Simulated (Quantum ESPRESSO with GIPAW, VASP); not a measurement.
# BN: NMR shieldings from two programs

The database entry behind the starting cell has ideal inner coordinates that were not refined, so it need not match the best structure at ambient conditions.

The same structure and functional (PBE) go through two programs with their own PAW files. All values are calculated, scalar-relativistic and without spin-orbit coupling, include the cores, and leave out the macroscopic shape term.

Space group P6_3mc (No. 186); atoms are numbered in the order of the file.

```
N B
1.0
     2.53600    0.00000    0.00000
    -1.26800    2.19624    0.00000
     0.00000    0.00000    4.19900
N B
2 2
Cartesian
  0.0000 1.4642 3.6741
  1.2680 0.7321 1.5746
  0.0000 1.4642 2.0995
  1.2680 0.7321 0.0000
```

- VASP 6.6.1: LCHIMAG, datasets N and B (PBE 64), 560 eV, mesh 9×9×5
- gipaw.x (a patched development version of Quantum ESPRESSO): pslibrary recipes N n and B n, 55 Ry, mesh 7×7×4

Q: What shieldings come out, and where do the programs part?

```tsv
site	like atoms	σ VASP (ppm)	σ gipaw.x (ppm)	span VASP	span gipaw.x
N1	2	189.5	190.2	30.3	29.6
B3	2	83.0	83.5	0.1	0.1
```

VASP and gipaw.x, which both use linear response, differ by -0.6 ppm on N1 and by -0.5 ppm on B3, the extremes here. VASP's shape term for a sphere would add 14.0 ppm to every site.

[Logs are printed without paths, hosts, clocks, repeated set-up lines and the standing remarks that a program may print on its own settings, such as how far it seeks lower states.]

[Hosts, paths, dates, database ids (printed as entryN), source tags and the programs' standing remarks are cut or masked in the printed files.]
